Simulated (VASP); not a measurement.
Input:

```
CdTe
1.0
    0.00000     3.28212     3.28212
    3.28212     0.00000     3.28212
    3.28212     3.28212     0.00000
Cd Te
1 1
Direct
  0.00097   0.99657   0.99893
  0.24903   0.25343   0.25107
```

Method: LDA (Ceperley-Alder, Perdew-Zunger), VASP's LDA PAW potentials (set 64) (plane waves; VASP). Settings: 300 eV cut-off, 6×6×6 Γ-centred mesh shifted by (0.5, 0.5, 0.5), Gaussian smearing of 0.010 eV, potentials Cd Te.

At this cut-off the stress carries a Pulay error, which pulls relaxed volumes low.

Task: Predict the energy per atom (σ→0), pressure.

Result: 
```json
{
  "energy per atom (σ→0)": "-3.005 eV/atom",
  "pressure": "-2.61 GPa"
}
```

The absolute energy has meaning only against runs of the same code, potentials and settings.

The structure comes from a computed database's CdTe entry; how it stands against other phases isn't given here. The cell was not relaxed at this level, atoms are displaced from their ideal sites.
